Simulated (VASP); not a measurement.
VASP runs on GaP (zinc blende) share one base input (PBE GGA, plane waves, VASP's PBE PAW potentials (set 64)) and change the settings named in each case.

### POSCAR
```
GaP
3.9308070
  0.0000000000   0.7071067086   0.7071067086
  0.7071067086   0.0000000000   0.7071067086
  0.7071067086   0.7071067086   0.0000000000
Ga P
1 1
Cartesian
  0.0000000000   0.0000000000   0.0000000000
  0.3535533543   0.3535533543   0.3535533543
```

**KPOINTS**
```
kpoints
0
Gamma
 7 7 7
```

**INCAR**
```
ALGO  =  Normal
EDIFF  =  1E-6
ENCUT  =  400
GGA  =  PE
ISIF  =  2
ISMEAR  =  0
LASPH  =  .TRUE.
LCHARG  =  .FALSE.
LMAXMIX  =  4
LREAL  =  .FALSE.
LWAVE  =  .FALSE.
NELM  =  100
PREC  =  Accurate
SIGMA  =  0.05
SYSTEM  =  GaP
```

POTCAR, in this order: Ga_d P (PBE.64 set). Program: vasp_std.

| change | E(σ→0) (eV/atom) | pressure (GPa) |
|---|---|---|
| base run | -4.5564 | -2.30 |
| ENCUT = 800, POTCAR Ga_h P (PBE.64 set) | -4.5563 | -2.07 |
| ENCUT = 800, POTCAR Ga_d P_h (PBE.64 set) | -4.5580 | -2.03 |
| ENCUT = 520, POTCAR Ga P (PBE.64 set) | -4.5499 | … |
| ENCUT = 520 | -4.5570 | -2.12 |
| ENCUT = 800 | -4.5570 | -2.11 |

Problem. Fill in the missing entries.

Solution. 
- ENCUT = 520, POTCAR Ga P (PBE.64 set), pressure (GPa): -1.05

Energies of different potentials or functionals have different zeros.

Left out are runs that ran out of time, are held back, or changed the cell or the kind of run, fixed moments of cells without a moment, rows past the twelfth, gaps on odd meshes, pressures of charged cells and columns that move by less than the noise.

The compound is GaP in the zinc blende structure. The cell was not relaxed at this level.
